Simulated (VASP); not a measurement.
Output of a VASP run:

File OUTCAR:
```
 ion  position               nearest neighbor table
   1  0.500  0.500  0.500-   2 2.55   2 2.55   2 2.55   2 2.55   2 2.55   2 2.55   2 2.55   2 2.55
  LATTYP: Found a simple cubic cell.
 ALAT       =     2.9500000000
 Subroutine PRICEL returns:
 Original cell was already a primitive cell.
 Subroutine GETGRP returns: Found 48 space group operations
The static configuration has the point symmetry O_h .
The dynamic configuration has the point symmetry O_h .
 Subroutine INISYM returns: Found 48 space group operations
 Subroutine IBZKPT returns following result:
 Found     56 irreducible k-points:

 Following reciprocal coordinates:
            Coordinates               Weight
  0.000000  0.000000  0.000000      1.000000
  0.090909  0.000000  0.000000      6.000000
  0.181818  0.000000  0.000000      6.000000
  0.272727  0.000000  0.000000      6.000000
  0.363636  0.000000  0.000000      6.000000
  0.454545  0.000000  0.000000      6.000000
  0.090909  0.090909  0.000000     12.000000
  0.181818  0.090909  0.000000     24.000000
  0.272727  0.090909  0.000000     24.000000
  0.363636  0.090909  0.000000     24.000000
  0.454545  0.090909  0.000000     24.000000
  0.181818  0.181818  0.000000     12.000000
  0.272727  0.181818  0.000000     24.000000
  0.363636  0.181818  0.000000     24.000000
  0.454545  0.181818  0.000000     24.000000
  0.272727  0.272727  0.000000     12.000000
  0.363636  0.272727  0.000000     24.000000
  0.454545  0.272727  0.000000     24.000000
  0.363636  0.363636  0.000000     12.000000
  0.454545  0.363636  0.000000     24.000000
  0.454545  0.454545  0.000000     12.000000
  0.090909  0.090909  0.090909      8.000000
  0.181818  0.090909  0.090909     24.000000
  0.272727  0.090909  0.090909     24.000000
  0.363636  0.090909  0.090909     24.000000
  0.454545  0.090909  0.090909     24.000000
  0.181818  0.181818  0.090909     24.000000
  0.272727  0.181818  0.090909     48.000000
  0.363636  0.181818  0.090909     48.000000
  0.454545  0.181818  0.090909     48.000000
  0.272727  0.272727  0.090909     24.000000
  0.363636  0.272727  0.090909     48.000000
  0.454545  0.272727  0.090909     48.000000
  0.363636  0.363636  0.090909     24.000000
  0.454545  0.363636  0.090909     48.000000
  0.454545  0.454545  0.090909     24.000000
  0.181818  0.181818  0.181818      8.000000
  0.272727  0.181818  0.181818     24.000000
  0.363636  0.181818  0.181818     24.000000
  0.454545  0.181818  0.181818     24.000000
   k-points           NKPTS =     56   k-points in BZ     NKDIM =     56   number of bands    NBANDS=     15
   number of dos      NEDOS =    301   number of ions     NIONS =      2
   total plane-waves  NPLWV =   8000
   dimension x,y,z NGX =    20 NGY =   20 NGZ =   20
   dimension x,y,z NGXF=    40 NGYF=   40 NGZF=   40
   ions per type =               1   1
   PREC   = accura    normal or accurate (medium, high low for compatibility)
   ISTART =      0    job   : 0-new  1-cont  2-samecut
   ICHARG =      2    charge: 1-file 2-atom 10-const
   ISPIN  =      1    spin polarized calculation?
   LNONCOLLINEAR =      F non collinear calculations
   LSORBIT =      F    spin-orbit coupling
   INIWAV =      1    electr: 0-lowe 1-rand  2-diag
   ENCUT  =  400.0 eV  29.40 Ry    5.42 a.u.   4.81  4.81  4.81*2*pi/ulx,y,z
   NELM   =    100;   NELMIN=  2; NELMDL= -5     # of ELM steps
   EDIFF  = 0.1E-05   stopping-criterion for ELM
   LREAL  =      F    real-space projection
   NLSPLINE    = F    spline interpolate recip. space projectors
   LMAXMIX     =    4 max onsite mixed and CHGCAR
   VOSKOWN=      0    Vosko Wilk Nusair interpolation
   EDIFFG = 0.1E-04   stopping-criterion for IOM
   NSW    =      0    number of steps for IOM
   NBLOCK =      1;   KBLOCK =      1    inner block; outer block
   IBRION =     -1    ionic relax: 0-MD 1-quasi-New 2-CG
   NFREE  =      0    steps in history (QN), initial steepest desc. (CG)
...
```

File OSZICAR:
```
       N       E                     dE             d eps       ncg     rms          rms(c)
DAV:   1     0.104542226664E+03    0.10454E+03   -0.10194E+04  1736   0.217E+03
DAV:   2     0.100358126581E+00   -0.10444E+03   -0.10171E+03  1701   0.303E+02
DAV:   3    -0.324202863908E+01   -0.33424E+01   -0.33383E+01  2079   0.738E+01
DAV:   4    -0.326230106354E+01   -0.20272E-01   -0.20271E-01  1960   0.515E+00
DAV:   5    -0.326255184937E+01   -0.25079E-03   -0.25078E-03  2128   0.581E-01    0.632E+00
DAV:   6    -0.301525981569E+01    0.24729E+00   -0.47745E+00  1694   0.564E+01    0.298E+00
DAV:   7    -0.284434067756E+01    0.17092E+00   -0.94493E-01  1722   0.315E+01    0.214E+00
DAV:   8    -0.283573794112E+01    0.86027E-02   -0.27602E-02  2418   0.264E+00    0.790E-01
DAV:   9    -0.283318790101E+01    0.25500E-02   -0.44164E-03  1904   0.151E+00    0.399E-02
DAV:  10    -0.283319998951E+01   -0.12089E-04   -0.17726E-04  2421   0.160E-01    0.364E-02
DAV:  11    -0.283319837738E+01    0.16121E-05   -0.61713E-06  2023   0.491E-02    0.554E-03
DAV:  12    -0.283319796719E+01    0.41019E-06   -0.36999E-07  1086   0.188E-02
   1 F= -.28331980E+01 E0= -.28330969E+01  d E =-.303089E-03
```

OUTCAR:
```
------------------------ aborting loop because EDIFF is reached ----------------------------------------
  FORCE on cell =-STRESS in cart. coord.  units (eV):
  Direction    XX          YY          ZZ          XY          YZ          ZX
  --------------------------------------------------------------------------------------
  Total       -0.2486426     -0.2486426     -0.2486426      0.0000000     -0.0000000      0.0000000
  in kB      -15.5174403    -15.5174403    -15.5174403      0.0000000     -0.0000000      0.0000000
  external PRESSURE =     -15.5174403 kB  Pullay stress =       0.0000000 kB
  volume of cell :       25.67
      direct lattice vectors                 reciprocal lattice vectors
     2.950000000  0.000000000  0.000000000     0.338983051  0.000000000  0.000000000
     0.000000000  2.950000000  0.000000000     0.000000000  0.338983051  0.000000000
     0.000000000  0.000000000  2.950000000     0.000000000  0.000000000  0.338983051
 POSITION                                       TOTAL-FORCE (eV/Angst)
 -----------------------------------------------------------------------------------
      1.47500      1.47500      1.47500         0.000000      0.000000      0.000000
      0.00000      0.00000      0.00000         0.000000      0.000000      0.000000
 -----------------------------------------------------------------------------------
    total drift:                               -0.000000      0.000000      0.000000
  FREE ENERGIE OF THE ION-ELECTRON SYSTEM (eV)
  ---------------------------------------------------
  free  energy   TOTEN  =        -2.8331979672 eV

  energy  without entropy=       -2.8328948782  energy(sigma->0) =       -2.83309694

 total charge

# of ion       s       p       d       tot
------------------------------------------
    1        0.575   0.489   9.817  10.881
    2        0.413   0.352   9.335  10.101
--------------------------------------------------
tot          0.989   0.841  19.152  20.982
```
(Selected blocks of OUTCAR.)

**POSCAR**
```
CuZn
1
    2.9500000000     0.0000000000     0.0000000000
    0.0000000000     2.9500000000     0.0000000000
    0.0000000000     0.0000000000     2.9500000000
Zn Cu
1 1
Direct
  0.5000000000   0.5000000000   0.5000000000
  0.0000000000   0.0000000000   0.0000000000
```

Q: Write an INCAR and KPOINTS that could have produced this output.

A: Several could match; the one computed here: the input of the run itself, PBE GGA + U (Dudarev), plane waves, VASP's PBE PAW potentials (set 64).

**INCAR**
```
SYSTEM = CuZn
PREC = Accurate
ENCUT = 400
EDIFF = 1E-6
NELM = 100
ALGO = Normal
LREAL = .FALSE.
LASPH = .TRUE.
ISMEAR = 1
SIGMA = 0.1
GGA = PE
LMAXMIX = 4
LWAVE = .FALSE.
LCHARG = .FALSE.
ISIF = 2
LDAU = .TRUE.
LDAUTYPE = 2
LDAUL = 2 2
LDAUU = 5.0 5.0
LDAUJ = 0 0
LDAUPRINT = 1
LORBIT = 10
```

**KPOINTS**
```
Automatic mesh
0
Gamma
11 11 11
0 0 0
```

POTCAR, in this order: Zn Cu (PBE.64 set). Program: vasp_std.

The compound is CuZn in the CsCl type structure. The cell was not relaxed at this level. The run is one of a series of settings (LDAU = .TRUE., LDAUJ = 0 0, LDAUL = 2 2, LDAUTYPE = 2, LDAUU = 5.0 5.0 against the base run), some of them coarse on purpose. The electron count is odd and the run is not spin-polarised, which forces a metal.
